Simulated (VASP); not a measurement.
Given:

```yaml
crystal:
  lattice:
    - [3.43201, 0.00000, 0.00000]
    - [-1.71600, 2.97221, 0.00000]
    - [0.00000, 0.00000, 5.41404]
  atoms:
    - { symbol: Be, position: [0.00000, 0.00000, 0.00000] }
    - { symbol: Be, position: [0.00000, 0.00000, 0.50000] }
    - { symbol: Se, position: [0.33333, 0.66667, 0.25000] }
    - { symbol: Se, position: [0.66667, 0.33333, 0.75000] }
```

Calculation: PBEsol GGA, VASP's PBE PAW potentials (set 64) (plane waves; VASP). Settings: 500 eV cut-off, 7×7×4 Γ-centred mesh, Gaussian smearing of 0.050 eV, potentials Be Se.

**Question.** Predict the energy per atom (σ→0), pressure.

**Answer.** 
* **energy per atom (σ→0)**: -4.279 eV/atom
* **pressure**: 5.01 GPa

The absolute energy has meaning only against runs of the same code, potentials and settings.

The structure was generated: BeSe was put into the NiAs type type (P6_3/mmc), which need not be its known phase. It was relaxed first under an external pressure of 5 GPa.
